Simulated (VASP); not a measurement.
Data:

```
Ir
1.0
    4.69432     0.00000     0.00000
    3.12955     3.49894     0.00000
    0.00000     0.00000    25.25702
Ir
12
Direct
  0.35000   0.35000   0.31337
  0.65000   0.65000   0.34730
  0.95000   0.95000   0.38123
  0.25000   0.25000   0.41517
  0.55000   0.55000   0.44910
  0.85000   0.85000   0.48303
  0.15000   0.15000   0.51697
  0.45000   0.45000   0.55090
  0.75000   0.75000   0.58483
  0.05000   0.05000   0.61877
  0.35000   0.35000   0.65270
  0.65000   0.65000   0.68663
```

Calculation: PBEsol GGA, VASP's PBE PAW potentials (set 64) (plane waves; VASP 6.6.1). Numerical set-up: PREC = Normal, EDIFF = 1E-5, 400 eV cut-off, 8×8×1 Γ-centred mesh, first-order Methfessel-Paxton smearing of 0.10 eV, potentials Ir.

### Question
The ions are relaxed. Which structure does the run end with?

### Answer

```
Ir
1.0
    4.69432     0.00000     0.00000
    3.12955     3.49894     0.00000
    0.00000     0.00000    25.25702
Ir
12
Direct
  0.35032   0.35032   0.31999
  0.65220   0.65220   0.34948
  0.95417   0.95417   0.37835
  0.24601   0.24601   0.41642
  0.54661   0.54661   0.44982
  0.85045   0.85045   0.48251
  0.14955   0.14955   0.51749
  0.45339   0.45339   0.55018
  0.75399   0.75399   0.58358
  0.04583   0.04583   0.62165
  0.34780   0.34780   0.65052
  0.64968   0.64968   0.68001
```

### Question
How much energy does the relaxation gain?

### Answer
The energy (σ→0) changes by -40.0 meV/atom, in 10 ionic steps.

```csv
step,E(σ→0) (eV),max force (eV/Å),pressure (GPa),volume (Å³)
1,-110.1271,2.145,-4.84,414.85
2,-110.5157,0.471,-3.43,414.85
3,-110.5253,0.664,-3.12,414.85
4,-110.5807,0.282,-2.80,414.85
5,-110.5936,0.267,-2.53,414.85
6,-110.6031,0.122,-2.24,414.85
7,-110.6041,0.114,-2.11,414.85
8,-110.6065,0.046,-1.95,414.85
9,-110.6065,0.055,-1.91,414.85
10,-110.6072,0.027,-1.84,414.85
```

The cell is a thin slab with vacuum, built from Ir (fcc): (210) face.
